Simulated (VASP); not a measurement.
Energy against volume of Cu (fcc). The numbers are results of PBE GGA with D3 dispersion (Becke-Johnson damping), VASP's PBE PAW potentials (set 64) (plane waves; VASP), not measurements. Settings: 520 eV cut-off, 17×17×17 Γ-centred mesh, first-order Methfessel-Paxton smearing of 0.10 eV, potentials Cu.

```tsv
V (Å³/atom)	E (eV/atom)
11.016	-4.31217
11.357	-4.31721
11.698	-4.31178
12.038	-4.29758
```

**Question.** Fit these four points and predict the energy of the run at 10.675 Å³/atom.

**Answer.** A cubic in V^(−2/3), the third-order Birch-Murnaghan form, passes through the four points with V0 = 11.34 Å³/atom and B0 = 165 GPa, and gives -4.2947 eV/atom there. The run gave -4.2946 eV/atom, +0.1 meV/atom from the fit; all five points give B0 = 165 GPa.

The compound is Cu in the fcc structure. It was relaxed first.
